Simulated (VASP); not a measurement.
# CuH₂OF: harmonic vibrations of a molecule

CuH₂OF, molecule in box, 5 atoms in the cell. PBE, harmonic vibrations; PAW potentials O, Cu, F, H (PBE set).

## Input

INCAR.step1:
```
SYSTEM = CuH2OF
ALGO = Normal ; EDIFF = 1E-8
EDIFFG = -0.002 ; ENCUT = 400
IBRION = 2 ; ISIF = 2
ISMEAR = 0 ; ISYM = 0
LASPH = .True. ; LCHARG = .False.
LREAL = .False. ; LWAVE = .False.
NELM = 100 ; NSW = 60
POTIM = 0.5 ; PREC = Accurate
SIGMA = 0.01
```

INCAR.step2, as INCAR.step1 but for:
```
- EDIFFG = -0.002
- IBRION = 2
- ISIF = 2
- NSW = 60
- POTIM = 0.5
+ IBRION = 5
+ NFREE = 2
+ NSW = 1
+ POTIM = 0.015
```

KPOINTS:
```
k-points
0
Gamma
  1 1 1
```

POSCAR.step1:
```
CuH2OF
1.0
   13.0000000000      0.0000000000      0.0000000000
    0.0000000000     12.0000000000      0.0000000000
    0.0000000000      0.0000000000     12.0000000000
O Cu F H
1 1 1 2
Direct
    0.4154730800      0.5356875000      0.4586416700
    0.5325576900      0.4672625000      0.5290916700
    0.6392576900      0.4047958300      0.5932583300
    0.3627423100      0.5594625000      0.5097166700
    0.4321730800      0.5987041700      0.4124083300
```

Commands (each step's output is kept before the next begins):
```
cat potpaw_PBE.64/O/POTCAR potpaw_PBE.64/Cu/POTCAR potpaw_PBE.64/F/POTCAR potpaw_PBE.64/H/POTCAR > POTCAR
cp INCAR.step1 INCAR
cp POSCAR.step1 POSCAR
mpirun -np 4 vasp_gam > vasp.out
cp CONTCAR POSCAR
cp INCAR.step2 INCAR
mpirun -np 4 vasp_gam > vasp.out
```

## Result

- Vibrations (cm⁻¹; a negative value is imaginary): 3731, 3637, 1565, 642, 618, 474, 414, 158, 156
- Zero-point energy (eV): 0.706
- Translations and rotations, which should read zero (cm⁻¹): -51, -31, -19, 2, 7, 14
- Vibrational entropy at 298 K (meV/K): 0.330
- Displaced cells: 30
- Ionic steps, all stages: 67
- Electronic steps, all stages: 1109

VASP 6.6.1 took 1827 s on 4 cores (AMD EPYC 7R43 (Zen 3)), a shared host.
